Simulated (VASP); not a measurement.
The system is ZrZn.

```
CELL_PARAMETERS angstrom
3.33832 0.00000 0.00000
0.00000 3.33832 0.00000
0.00000 0.00000 3.33832
ATOMIC_POSITIONS crystal
Zr 0.50000 0.50000 0.50000
Zn 0.00000 0.00000 0.00000
```

- Program: VASP 6.6.1
- Task: relaxation of cell and atoms
- Functional: LDA
- Potentials or basis: VASP PAW LDA potentials, release 64 (Zr_sv, Zn)
- Cutoff: 600 eV
- k mesh: 12 × 12 × 12
- Occupations: gaussian, width 0.1 eV
- Spin: no spin polarisation

At the start: pressure -7.5 GPa; volume 18.60 Å³/atom.

Q: Where does the relaxation end?

A: Over 3 steps the energy falls by 30.5 meV/atom and the volume is 17.38 Å³/atom (-6.5 %); space group Pm-3m (No. 221, to 0.05 Å).

The path:
| step | energy change (eV) | largest force (eV/Å) | pressure (GPa) | volume (Å³) |
| --- | --- | --- | --- | --- |
| 1 | 0.0000 | 0.0000 | -7.50 | 37.20 |
| 2 | -0.0084 | 0.0000 | 8.73 | 32.71 |
| 3 | -0.0611 | 0.0000 | -0.04 | 34.77 |

Final structure:
```yaml
crystal:
  lattice:
    - [3.26387, 0.00000, 0.00000]
    - [0.00000, 3.26387, 0.00000]
    - [0.00000, 0.00000, 3.26387]
  atoms:
    - { symbol: Zr, position: [0.50000, 0.50000, 0.50000] }
    - { symbol: Zn, position: [0.00000, 0.00000, 0.00000] }
```
